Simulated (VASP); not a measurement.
Output of a VASP run:

OSZICAR:
```
       N       E                     dE             d eps       ncg     rms          rms(c)
DAV:   1     0.577891274357E+02    0.57789E+02   -0.70900E+03  1128   0.139E+03
DAV:   2    -0.311355769446E+02   -0.88925E+02   -0.83139E+02  1140   0.263E+02
DAV:   3    -0.354482631543E+02   -0.43127E+01   -0.41381E+01  1440   0.681E+01
DAV:   4    -0.355441740129E+02   -0.95911E-01   -0.95719E-01  1348   0.948E+00
DAV:   5    -0.355470123899E+02   -0.28384E-02   -0.28381E-02  1516   0.171E+00    0.160E+01
DAV:   6    -0.371760190796E+02   -0.16290E+01   -0.48867E+01  1336   0.154E+02    0.192E+01
DAV:   7    -0.316597259232E+02    0.55163E+01   -0.16956E+01  1440   0.110E+02    0.445E+00
DAV:   8    -0.317266040319E+02   -0.66878E-01   -0.15922E+00  1712   0.170E+01    0.329E+00
DAV:   9    -0.316889352039E+02    0.37669E-01   -0.30332E-01  1360   0.125E+01    0.626E-01
DAV:  10    -0.316962441486E+02   -0.73089E-02   -0.14499E-02  1356   0.132E+00    0.511E-01
DAV:  11    -0.316942518693E+02    0.19923E-02   -0.10882E-02  1476   0.220E+00    0.151E-01
DAV:  12    -0.316950193557E+02   -0.76749E-03   -0.29564E-03  1400   0.105E+00    0.599E-02
DAV:  13    -0.316952268756E+02   -0.20752E-03   -0.33514E-04  1360   0.310E-01    0.185E-02
DAV:  14    -0.316952142221E+02    0.12653E-04   -0.43585E-05  1360   0.103E-01    0.479E-03
DAV:  15    -0.316952256982E+02   -0.11476E-04   -0.19790E-06  1588   0.208E-02    0.350E-03
DAV:  16    -0.316952235278E+02    0.21704E-05   -0.11251E-07   872   0.691E-03    0.166E-03
DAV:  17    -0.316952248083E+02   -0.12805E-05   -0.15586E-07   856   0.646E-03    0.975E-04
DAV:  18    -0.316952231970E+02    0.16113E-05   -0.85692E-08   648   0.655E-03    0.302E-04
DAV:  19    -0.316952239480E+02   -0.75100E-06   -0.10379E-08   620   0.142E-03    0.159E-04
DAV:  20    -0.316952239457E+02    0.22603E-08   -0.30322E-09   636   0.704E-04
   1 F= -.31695224E+02 E0= -.31695197E+02  d E =-.813894E-04
```

File OUTCAR:
```
------------------------ aborting loop because EDIFF is reached ----------------------------------------
  FORCE on cell =-STRESS in cart. coord.  units (eV):
  Direction    XX          YY          ZZ          XY          YZ          ZX
  --------------------------------------------------------------------------------------
  Total       -1.3493209     -1.3493209     -1.3493209     -0.0000000      0.0000000     -0.0000000
  in kB      -56.1572755    -56.1572755    -56.1572755     -0.0000000      0.0000000     -0.0000000
  external PRESSURE =     -56.1572755 kB  Pullay stress =       0.0000000 kB
  volume of cell :       38.50
      direct lattice vectors                 reciprocal lattice vectors
     0.000000000  2.679970028  2.679970028    -0.186569251  0.186569251  0.186569251
     2.679970028  0.000000000  2.679970028     0.186569251 -0.186569251  0.186569251
     2.679970028  2.679970028  0.000000000     0.186569251  0.186569251 -0.186569251
 POSITION                                       TOTAL-FORCE (eV/Angst)
 -----------------------------------------------------------------------------------
      0.00000      0.00000      0.00000        -0.000000      0.000000     -0.000000
      1.33999      1.33999      1.33999        -0.000000     -0.000000      0.000000
      4.01996      4.01996      4.01996         0.000000      0.000000      0.000000
 -----------------------------------------------------------------------------------
    total drift:                               -0.000000     -0.000000      0.000000
  FREE ENERGIE OF THE ION-ELECTRON SYSTEM (eV)
  ---------------------------------------------------
  free  energy   TOTEN  =       -31.6952239457 eV

  energy  without entropy=      -31.6951425563  energy(sigma->0) =      -31.69519682
```
(Selected blocks of OUTCAR.)

POSCAR:
```
CoSi2
1
    0.0000000000     2.6799700279     2.6799700279
    2.6799700279     0.0000000000     2.6799700279
    2.6799700279     2.6799700279     0.0000000000
Co Si
1 2
Direct
  0.0000000000   0.0000000000   0.0000000000
  0.2500000000   0.2500000000   0.2500000000
  0.7500000000   0.7500000000   0.7500000000
```

**Question.** Write an INCAR and KPOINTS that could have produced this output.

**Answer.** One answer among several that fit: the input of the run itself, r2SCAN+rVV10, plane waves, VASP's PBE PAW potentials (set 64).

### INCAR
```
! general
SYSTEM   = CoSi2
PREC     = Accurate
ENCUT    = 520
LREAL    = .FALSE.
LASPH    = .TRUE.   ! aspherical one-centre terms

! electronic loop
EDIFF    = 1E-7   ! SCF stop (eV)
NELM     = 100   ! most electronic steps
ALGO     = Normal   ! blocked Davidson
LMAXMIX  = 4   ! l cut-off of mixed one-centre charges
LMIXTAU  = .TRUE.

! smearing
ISMEAR   = 1   ! Methfessel-Paxton
SIGMA    = 0.1   ! width (eV)

! functional
METAGGA  = R2SCAN
LUSE_VDW = .TRUE.
BPARAM   = 11.95
CPARAM   = 0.0093

! ions
ISIF     = 2

! output
LWAVE    = .FALSE.
LCHARG   = .FALSE.
```

**KPOINTS**
```
K-points
0
Gamma
 10 10 10
```

POTCAR, in this order: Co Si (PBE.64 set). Program: vasp_std.

The compound is CoSi2 in the fluorite structure. This cell is one point of a volume scan, at 1.03 of the reference volume. The run is not spin-polarised, so no magnetic state was tried. The electron count is odd and the run is not spin-polarised, which forces a metal.
